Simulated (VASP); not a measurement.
Computed with PBEsol GGA, VASP's PBE PAW potentials (set 64) (plane waves; VASP).

A VASP calculation is set up with these files.

**INCAR**
```
ALGO = Normal
EDIFF = 1E-6
EDIFFG = -0.02
ENCUT = 400
GGA = PS
IBRION = 2
ISIF = 3
ISMEAR = 0
LASPH = .True.
LCHARG = .False.
LMAXMIX = 4
LREAL = .False.
LWAVE = .False.
NELM = 100
NSW = 60
PREC = Accurate
SIGMA = 0.05
SYSTEM = Si2Mo
```

File KPOINTS:
```
Automatic mesh
0
Gamma
5 5 3
0 0 0
```

### POSCAR
```
Si2Mo
1
    4.5738279449     0.0000000000     0.0000000000
   -2.2869139724     3.9610516807    -0.0000000000
    0.0000000000    -0.0000000000     6.5663406771
Si Mo
6 3
Direct
  0.1639541948   0.8360458052   0.8333330000
  0.3279083896   0.1639541948   0.1666670000
  0.1639541948   0.3279083896   0.5000000000
  0.8360458052   0.1639541948   0.8333330000
  0.6720916104   0.8360458052   0.1666670000
  0.8360458052   0.6720916104   0.5000000000
  0.5000000000   0.0000000000   0.5000000000
  0.5000000000   0.5000000000   0.8333330000
  0.0000000000   0.5000000000   0.1666670000
```

POTCAR, in this order: Si Mo_sv (PBE.64 set). Program: vasp_std.

The run wrote:

OSZICAR:
```
       N       E                     dE             d eps       ncg     rms          rms(c)
DAV:   1     0.459121444398E+03    0.45912E+03   -0.32301E+04   860   0.133E+03
DAV:   2    -0.533635332126E+02   -0.51248E+03   -0.50049E+03   914   0.381E+02
DAV:   3    -0.772477801913E+02   -0.23884E+02   -0.23491E+02   992   0.703E+01
DAV:   4    -0.776737994475E+02   -0.42602E+00   -0.42386E+00   945   0.909E+00
DAV:   5    -0.776824184253E+02   -0.86190E-02   -0.86106E-02   970   0.120E+00    0.400E+01
DAV:   6    -0.754610042747E+02    0.22214E+01   -0.20452E+01   914   0.209E+01    0.900E+00
DAV:   7    -0.751187056654E+02    0.34230E+00   -0.35390E+00   886   0.809E+00    0.859E+00
DAV:   8    -0.749948870004E+02    0.12382E+00   -0.42770E-01   921   0.358E+00    0.645E-01
DAV:   9    -0.749941882244E+02    0.69878E-03   -0.31732E-02   993   0.619E-01    0.384E-01
DAV:  10    -0.749934988930E+02    0.68933E-03   -0.62794E-03   952   0.426E-01    0.135E-01
DAV:  11    -0.749933458428E+02    0.15305E-03   -0.97460E-04   928   0.136E-01    0.388E-02
DAV:  12    -0.749933438568E+02    0.19860E-05   -0.68080E-05   969   0.441E-02    0.199E-02
DAV:  13    -0.749933415418E+02    0.23150E-05   -0.12234E-05   832   0.154E-02    0.414E-03
DAV:  14    -0.749933416720E+02   -0.13020E-06   -0.46148E-07   593   0.390E-03
   1 F= -.74993342E+02 E0= -.74993342E+02  d E =-.749933E+02
       N       E                     dE             d eps       ncg     rms          rms(c)
DAV:   1    -0.749939423857E+02   -0.60084E-03   -0.19473E-02   864   0.875E-01    0.180E-01
DAV:   2    -0.749936100247E+02    0.33236E-03   -0.19416E-03   901   0.246E-01    0.519E-02
DAV:   3    -0.749935574152E+02    0.52609E-04   -0.11889E-04   921   0.566E-02    0.262E-02
DAV:   4    -0.749935411865E+02    0.16229E-04   -0.48877E-05   976   0.399E-02    0.944E-03
DAV:   5    -0.749935407852E+02    0.40123E-06   -0.31077E-06   808   0.960E-03
   2 F= -.74993541E+02 E0= -.74993541E+02  d E =-.199113E-03
```

### OUTCAR
```
------------------------ aborting loop because EDIFF is reached ----------------------------------------
  FORCE on cell =-STRESS in cart. coord.  units (eV):
  Direction    XX          YY          ZZ          XY          YZ          ZX
  --------------------------------------------------------------------------------------
  Total       -0.0645338     -0.0645338     -0.0295211     -0.0000000      0.0000000      0.0000000
  in kB       -0.8686730     -0.8686732     -0.3973767     -0.0000000      0.0000000      0.0000000
  external PRESSURE =      -0.7115743 kB  Pullay stress =       0.0000000 kB
  volume of cell :      119.03
      direct lattice vectors                 reciprocal lattice vectors
     4.575779635  0.000000000  0.000000000     0.218541993  0.126175263  0.000000000
    -2.287889817  3.962741894 -0.000000000    -0.000000000  0.252350526  0.000000000
     0.000000000  0.000000000  6.564180298    -0.000000000  0.000000000  0.152341946
 POSITION                                       TOTAL-FORCE (eV/Angst)
 -----------------------------------------------------------------------------------
     -1.16120      3.31225      5.47015         0.004810     -0.002777      0.000000
      1.12669      0.65049      1.09403         0.004810      0.002777      0.000000
      0.00000      1.30099      3.28209         0.000000      0.005554      0.000000
      3.44909      0.65049      5.47015        -0.004810      0.002777      0.000000
      1.16120      3.31225      1.09403        -0.004810     -0.002777      0.000000
      2.28789      2.66176      3.28209        -0.000000     -0.005554      0.000000
      0.00000      3.96274      3.28209         0.000000     -0.000000      0.000000
      1.14394      1.98137      5.47015         0.000000     -0.000000     -0.000000
      3.43183      1.98137      1.09403         0.000000     -0.000000     -0.000000
 -----------------------------------------------------------------------------------
    total drift:                                0.000000     -0.000000      0.005951
  FREE ENERGIE OF THE ION-ELECTRON SYSTEM (eV)
  ---------------------------------------------------
  free  energy   TOTEN  =       -74.9935407852 eV

  energy  without entropy=      -74.9935407852  energy(sigma->0) =      -74.99354079

 reached required accuracy - stopping structural energy minimisation
```
(Selected blocks of OUTCAR.)

### CONTCAR
```
Si2Mo
   1.00000000000000
     4.5757796346966284    0.0000000000000246    0.0000000000000000
    -2.2878898172982711    3.9627418942687185   -0.0000000000000000
     0.0000000000000000    0.0000000000000000    6.5641802978478632
  Si              Mo
     6     3
Direct
     0.1641522516750807    0.8358477483249193    0.8333330000000032
     0.3283045033501614    0.1641522516750807    0.1666669999999968
     0.1641522516750807    0.3283045033501614    0.5000000000000000
     0.8358477483249193    0.1641522516750807    0.8333330000000032
     0.6716954966498386    0.8358477483249193    0.1666669999999968
     0.8358477483249193    0.6716954966498386    0.5000000000000000
     0.5000000000000000    1.0000000000000000    0.5000000000000000
     0.5000000000000000    0.5000000000000000    0.8333330000000032
     1.0000000000000000    0.5000000000000000    0.1666669999999968
```

The structure comes from a computed database's Si2Mo entry (P6_222); how it stands against other phases isn't given here. This run relaxes it. Symmetry was kept, so distortions that lower it aren't found. The start is the result of an earlier pass.
